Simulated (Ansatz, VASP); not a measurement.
# Al2O3 (Corundum): VASP beside Ansatz

One calculation is typed for both programs; each brings its own data sets. How far apart do they land? The cell is taken from a series of runs on this material, whose earlier steps may have relaxed, scaled, displaced or heated it; both programs get it as it stands.

Main program and level: Ansatz 0.2.0; plane waves, with VASP 6.6.1 beside it; single point at HSE06.

## Step 1: Starting point

Symmetry: R-3c, No. 167, trigonal system. Conventional cell: a = 4.752 Å, b = 4.752 Å, c = 12.972 Å, α = 90.00°, β = 90.00°, γ = 120.00°. Nearest to Al lie 6 O at 1.85 to 1.97 Å. Nearest to O lie 4 Al at 1.85 to 1.97 Å. Farther neighbours and most contacts between anions are not listed.

## Step 2: VASP: single point, HSE06

A single point gives forces, pressure and levels at one fixed geometry, so differences don't come from the geometry; what else differs is listed under the comparison.

Lines of VASP's logs that name or quote its potential files are left out, and so is its time.

The run reads the wave functions of an earlier VASP run, which isn't shown here.

INCAR

```
SYSTEM = Al2O3
PREC = Accurate
ENCUT = 520
EDIFF = 1E-06
NELM = 100
ISMEAR = 0
SIGMA = 0.01
LREAL = .FALSE.
ALGO = Normal
LHFCALC = .TRUE.
AEXX = 0.25
GGA = PE
HFSCREEN = 0.208
LASPH = .TRUE.
NBANDS = 34
PRECFOCK = Fast
LORBIT = 11
LWAVE = .FALSE.
LCHARG = .FALSE.
KPAR = 8
ISIF = 2
```

POSCAR

```
Al2O3
1.0
    2.3761461920      1.3718686436      4.3239347811
   -2.3761461920      1.3718686436      4.3239347811
    0.0000000000     -2.7437372872      4.3239347811
Al O
4 6
Direct
    0.3519541723      0.3519541723      0.3519541723
    0.1480458277      0.1480458277      0.1480458277
    0.6480458277      0.6480458277      0.6480458277
    0.8519541723      0.8519541723      0.8519541723
    0.5564025971      0.9435974029      0.2500000000
    0.2500000000      0.5564025971      0.9435974029
    0.9435974029      0.2500000000      0.5564025971
    0.4435974029      0.0564025971      0.7500000000
    0.7500000000      0.4435974029      0.0564025971
    0.0564025971      0.7500000000      0.4435974029
```

KPOINTS

```
Automatic mesh
0
Gamma
4 4 4
0 0 0
```

The projector-augmented-wave data sets are Al and O (PBE family, release 64).

The run is started by

```console
$ mpirun -np 8 vasp_std
```

Numbers of over 12 decimals in the logs are rounded to 6 here.

The log of the run:

```text
[banner, memory and clock lines left out]
running    8 mpi-ranks, on    1 nodes
 distrk:  each k-point on    1 cores,    8 groups
 distr:  one band on    1 cores,    1 groups

 POSCAR found type information on POSCAR AlO
 POSCAR found :  2 types and      10 ions
|                                                                             |
|           W    W    AA    RRRRR   N    N  II  N    N   GGGG   !!!           |
|           W    W   A  A   R    R  NN   N  II  NN   N  G    G  !!!           |
|           W    W  A    A  R    R  N N  N  II  N N  N  G       !!!           |
|           W WW W  AAAAAA  RRRRR   N  N N  II  N  N N  G  GGG   !            |
|           WW  WW  A    A  R   R   N   NN  II  N   NN  G    G                |
|           W    W  A    A  R    R  N    N  II  N    N   GGGG   !!!           |
|                                                                             |
|     For optimal performance we recommend to set                             |
|       NCORE = 2 up to number-of-cores-per-socket                            |
|     NCORE specifies how many cores store one orbital (NPAR=cpu/NCORE).      |
|     This setting can greatly improve the performance of VASP for DFT.       |
|     The default, NCORE=1 might be grossly inefficient on modern             |
|     multi-core architectures or massively parallel machines. Do your        |
|     Unfortunately you need to use the default for GW and RPA                |
|     calculations (for HF NCORE is supported but not extensively tested      |
|     yet).                                                                   |
|                                                                             |

 LDA part: xc-table for (Slater+PW92), standard interpolation
 found WAVECAR, reading the header
 POSCAR, INCAR and KPOINTS ok, starting setup
 FFT: planning ... GRIDC
 FFT: planning ... GRID_SOFT
 FFT: planning ... GRID
 reading WAVECAR
 the WAVECAR file was read successfully
 initial charge from wavefunction
 entering main loop
       N       E                     dE             d eps       ncg     rms          rms(c)
DAV:   1    -0.902525709908E+02   -0.90253E+02   -0.20772E+00  1106   0.791E+00    0.141E+01
DAV:   2    -0.902681389701E+02   -0.15568E-01   -0.62021E-02  1102   0.140E+00    0.103E+01
DAV:   3    -0.902645447373E+02    0.35942E-02   -0.29327E-03  1100   0.300E-01    0.659E+00
DAV:   4    -0.902634544124E+02    0.10903E-02   -0.62695E-04  1110   0.135E-01    0.395E+00
DAV:   5    -0.902630892821E+02    0.36513E-03   -0.10965E-04  1112   0.689E-02    0.234E+00
DAV:   6    -0.902629638486E+02    0.12543E-03   -0.42014E-05  1088   0.477E-02    0.136E+00
DAV:   7    -0.902629230381E+02    0.40810E-04   -0.14590E-05  1088   0.274E-02    0.788E-01
DAV:   8    -0.902629103521E+02    0.12686E-04   -0.46513E-06  1104   0.147E-02    0.455E-01
DAV:   9    -0.902629064739E+02    0.38782E-05   -0.14988E-06   774   0.853E-03    0.267E-01
DAV:  10    -0.902629055484E+02    0.92550E-06   -0.75658E-07   590   0.645E-03
   1 F= -.90262906E+02 E0= -.90262906E+02  d E =-.268473E-24
```

From OUTCAR (step 2):

```text
ion  position               nearest neighbor table
   1  0.352  0.352  0.352-  10 1.85   8 1.85   9 1.85   5 1.97   7 1.97   6 1.97   2 2.65   3 2.79
                             3 2.79   3 2.79   2 3.22   2 3.22   2 3.22
   2  0.148  0.148  0.148-   9 1.85   8 1.85  10 1.85   5 1.97   7 1.97   6 1.97   1 2.65   4 2.79
                             4 2.79   4 2.79   1 3.22   1 3.22   1 3.22
   3  0.648  0.648  0.648-   7 1.85   5 1.85   6 1.85   8 1.97   9 1.97  10 1.97   4 2.65   1 2.79
                             1 2.79   1 2.79   4 3.22   4 3.22   4 3.22
   4  0.852  0.852  0.852-   6 1.85   5 1.85   7 1.85   8 1.97   9 1.97  10 1.97   3 2.65   2 2.79
                             2 2.79   2 2.79   3 3.22   3 3.22   3 3.22
   5  0.556  0.944  0.250-   3 1.85   4 1.85   1 1.97   2 1.97
   6  0.250  0.556  0.944-   4 1.85   3 1.85   1 1.97   2 1.97
   7  0.944  0.250  0.556-   3 1.85   4 1.85   1 1.97   2 1.97
   8  0.444  0.056  0.750-   1 1.85   2 1.85   3 1.97   4 1.97
   9  0.750  0.444  0.056-   2 1.85   1 1.85   3 1.97   4 1.97
  10  0.056  0.750  0.444-   1 1.85   2 1.85   3 1.97   4 1.97

  LATTYP: Found a trigonal (rhomboedric) cell.
 ALAT       =     5.1209868475
 COS(alpha) =     0.5694049937

 Subroutine GETGRP returns: Found 12 space group operations
 (whereof  6 operations were pure point group operations)

The static configuration has the point symmetry S_6 .
 The point group associated with its full space group is D_3d.

 Found     13 irreducible k-points:

   k-points           NKPTS =     13   k-points in BZ     NKDIM =     64   number of bands    NBANDS=     34

   dimension x,y,z NGX =    40 NGY =   40 NGZ =   40
   dimension x,y,z NGXF=    80 NGYF=   80 NGZF=   80

   ENCUT  =  520.0 eV  38.22 Ry    6.18 a.u.   9.52  9.52  9.52*2*pi/ulx,y,z

   NELECT =      48.0000    total number of electrons

 k-points in reciprocal lattice and weights: Automatic mesh
   0.00000000  0.00000000  0.00000000       0.016
   0.25000000  0.00000000  0.00000000       0.094
   0.50000000  0.00000000  0.00000000       0.047
   0.25000000  0.25000000  0.00000000       0.094
   0.50000000  0.25000000  0.00000000       0.188
  -0.25000000  0.25000000  0.00000000       0.094
   0.50000000  0.50000000  0.00000000       0.047
   0.25000000  0.25000000  0.25000000       0.031
   0.50000000  0.25000000  0.25000000       0.094
  -0.25000000  0.25000000  0.25000000       0.094
   0.50000000  0.50000000  0.25000000       0.094
  -0.25000000  0.50000000  0.25000000       0.094
   0.50000000  0.50000000  0.50000000       0.016

  exchange ACFDT corr.  =         0.00000000  see jH, gK, PRB 81, 115126

 average (electrostatic) potential at core
       1 -67.5248       2 -67.5248       3 -67.5248       4 -67.5248       5 -60.8618
       6 -60.8618       7 -60.8618       8 -60.8618       9 -60.8618      10 -60.8618

 E-fermi :   4.9816

 k-point     1 :       0.0000    0.0000    0.0000
  band No.  band energies     occupation
    ...
     20       4.3217      2.00000
     21       4.3217      2.00000
     22       4.8602      2.00000
     23       4.8602      2.00000
     24       4.9129      2.00000
     25      13.0519      0.00000
     26      15.9840      0.00000
     27      17.8025      0.00000
     28      18.5231      0.00000
     29      18.5231      0.00000
    ...

 k-point     2 :       0.2500    0.0000    0.0000
  band No.  band energies     occupation
    ...
     20       3.5286      2.00000
     21       4.0413      2.00000
     22       4.3987      2.00000
     23       4.7312      2.00000
     24       4.7791      2.00000
     25      14.3544      0.00000
     26      17.0215      0.00000
     27      17.0612      0.00000
     28      17.7405      0.00000
     29      17.9774      0.00000
    ...

 k-point     3 :       0.5000    0.0000    0.0000
  band No.  band energies     occupation
    ...
     20       3.5229      2.00000
     21       3.8871      2.00000
     22       3.8871      2.00000
     23       4.5844      2.00000
     24       4.5844      2.00000
     25      16.4124      0.00000
     26      16.4124      0.00000
     27      16.6115      0.00000
     28      16.6115      0.00000
     29      18.7494      0.00000
    ...

  Total        0.1661623      0.1661623      0.2111821      0.0000000     -0.0000000      0.0000000
  in kB        3.1479449      3.1479449      4.0008439      0.0000000     -0.0000000      0.0000000
  external PRESSURE =       3.4322446 kB  Pullay stress =       0.0000000 kB

  energy-cutoff  :      520.00
  volume of cell :       84.57
      direct lattice vectors                 reciprocal lattice vectors
     2.376146192  1.371868644  4.323934781     0.210424763  0.121488794  0.077090278
    -2.376146192  1.371868644  4.323934781    -0.210424763  0.121488794  0.077090278
     0.000000000 -2.743737287  4.323934781     0.000000000 -0.242977587  0.077090278

 POSITION                                       TOTAL-FORCE (eV/Angst)
 -----------------------------------------------------------------------------------
      0.00000      0.00000      4.56548         0.000000     -0.000000     -0.010580
      0.00000      0.00000      1.92042         0.000000     -0.000000      0.010580
      0.00000      0.00000      8.40632         0.000000     -0.000000      0.010580
      0.00000      0.00000     11.05138         0.000000     -0.000000     -0.010580
     -0.92003      1.37187      7.56689        -0.021072     -0.000000     -0.000000
     -0.72806     -1.48270      7.56689         0.010536     -0.018249     -0.000000
      1.64809      0.11084      7.56689         0.010536      0.018249     -0.000000
      0.92003     -1.37187      5.40492         0.021072     -0.000000     -0.000000
      0.72806      1.48270      5.40492        -0.010536      0.018249     -0.000000
     -1.64809     -0.11084      5.40492        -0.010536     -0.018249     -0.000000
 -----------------------------------------------------------------------------------
    total drift:                                0.000000      0.000000      0.000000

  FREE ENERGIE OF THE ION-ELECTRON SYSTEM (eV)
  ---------------------------------------------------
  free  energy   TOTEN  =       -90.2629055484 eV

  energy  without entropy=      -90.2629055484  energy(sigma->0) =      -90.26290555

 total charge
# of ion       s       p       d       tot
------------------------------------------
    1        0.350   0.413   0.000   0.762
    2        0.350   0.413   0.000   0.762
    3        0.350   0.413   0.000   0.762
    4        0.350   0.413   0.000   0.762
    5        1.553   3.674   0.000   5.226
    6        1.553   3.674   0.000   5.226
    7        1.553   3.674   0.000   5.226
    8        1.553   3.674   0.000   5.226
    9        1.553   3.674   0.000   5.226
   10        1.553   3.674   0.000   5.226
--------------------------------------------------
tot         10.715  23.692   0.000  34.407

[... 3 further parts left out ...]
```

The run ends at a pressure of 0.34 GPa, with forces up to 0.021 eV/Å.

(Part 1 of 2 ends here.)

[Lines on the potential files, build, host, timing and source positions are cut from VASP's logs without a mark.]

[Logs are printed without paths, hosts, clocks, repeated set-up lines and the standing remarks that a program may print on its own settings, such as how far it seeks lower states.]

[Hosts, paths, dates, database ids (printed as entryN), source tags and the programs' standing remarks are cut or masked in the printed files.]
